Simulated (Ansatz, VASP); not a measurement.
## Y3AlN4: VASP beside Ansatz

```
CELL_PARAMETERS angstrom
5.06056 0.00000 0.00000
0.00000 5.06056 0.00000
0.00000 0.00000 5.06056
ATOMIC_POSITIONS crystal
Y 0.50000 0.00000 0.00000
Y 0.00000 0.00000 0.50000
Y 0.00000 0.50000 0.00000
Al 0.50000 0.50000 0.50000
N 0.72742 0.27258 0.72742
N 0.72742 0.72742 0.27258
N 0.27258 0.27258 0.27258
N 0.27258 0.72742 0.72742
```

Alike in both runs: functional PBE; k mesh 4 × 4 × 4; occupations gaussian, width 0.1 eV; no spin polarisation.

Ansatz relaxed the structure, and its values are those at the end. VASP's run is a single point on that final structure, the one shown.

|  | VASP | Ansatz |
| --- | --- | --- |
| version | VASP 6.6.1 | Ansatz 0.2.0 |
| potentials or method | VASP PAW PBE potentials, release 64 (Y_sv, Al, N) | scalar-relativistic, plane waves, PAW |
| plane-wave cutoff (eV) | 520 | 420 |
| valence electrons in the cell | 56 | 56 |

|  | VASP | Ansatz | Ansatz less VASP |
| --- | --- | --- | --- |
| gap on the k mesh at the Fermi level (eV) | 0.70 | 0.70 | +0.007 |
| least direct gap on the mesh (eV) | 0.70 | 0.70 | +0.007 |
| pressure (GPa) | -0.1 | 0.1 | +0.18 |

With one functional, cell and mesh, what is left measures potentials, basis and numerics.
